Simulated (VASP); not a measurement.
Input of a VASP 6.6.1 run:

POSCAR

```
ScHCl2O
1.0
   12.0000000000      0.0000000000      0.0000000000
    0.0000000000     14.0000000000      0.0000000000
    0.0000000000      0.0000000000     12.0000000000
O Sc Cl H
1 1 2 1
Cartesian
    7.1185500000      8.3677000400      6.7833000000
    6.4221500400      6.7452999600      6.3189999600
    7.4441499600      4.8286999600      7.0623000000
    4.5409500000      6.6636000200      5.0057000400
    7.4850500400      9.2133000400      7.0287000000
```

File INCAR.step1:

```
SYSTEM = ScHCl2O
PREC = Accurate
ENCUT = 520
EDIFF = 1E-5
ISMEAR = 0
SIGMA = 0.01
LREAL = .FALSE.
LASPH = .TRUE.
NELM = 60
ALGO = Normal
ISIF = 2
LWAVE = .TRUE.
NBANDS = 24
GGA = PE
```

Contents of INCAR.step2:

```
SYSTEM = ScHCl2O
PREC = Accurate
ENCUT = 520
EDIFF = 1E-6
ISMEAR = 0
SIGMA = 0.01
LREAL = .FALSE.
LASPH = .TRUE.
NELM = 60
ALGO = Normal
ISIF = 2
LWAVE = .FALSE.
LCHARG = .TRUE.
GGA = PE
LHFCALC = .TRUE.
AEXX = 0.25
PRECFOCK = Fast
HFRCUT = -1
IVDW = 12
LELF = .TRUE.
LVHAR = .TRUE.
LVACPOTAV = .TRUE.
NBANDS = 24
ISTART = 1
```

Contents of KPOINTS:

```
Automatic mesh
0
G
  1 1 1
  0 0 0
```

Potentials or basis: VASP PAW PBE potentials, release 64 (O, Sc_sv, Cl, H).

Launch:

```bash
$ cat potpaw_PBE.64/O/POTCAR potpaw_PBE.64/Sc_sv/POTCAR potpaw_PBE.64/Cl/POTCAR potpaw_PBE.64/H/POTCAR > POTCAR
$ cp INCAR.step1 INCAR
$ mpirun -np 1 vasp_gam > vasp.out
$ cp INCAR.step2 INCAR
$ mpirun -np 1 vasp_gam > vasp.out
```

**Question.** Predict the gap between the frontier levels.

**Answer.** 6.27 eV.

**Question.** What does it give for the dispersion energy per atom?

**Answer.** -0.022 eV.

Forces on the atoms (eV/Å):
```
O    0.032  0.077  0.022
Sc  -0.025 -0.076 -0.016
Cl   0.029 -0.055  0.024
Cl  -0.062  0.001 -0.043
H    0.026  0.053  0.012
```

Caveat: the PAW data sets were made with another functional, which shifts forces and pressure a little.
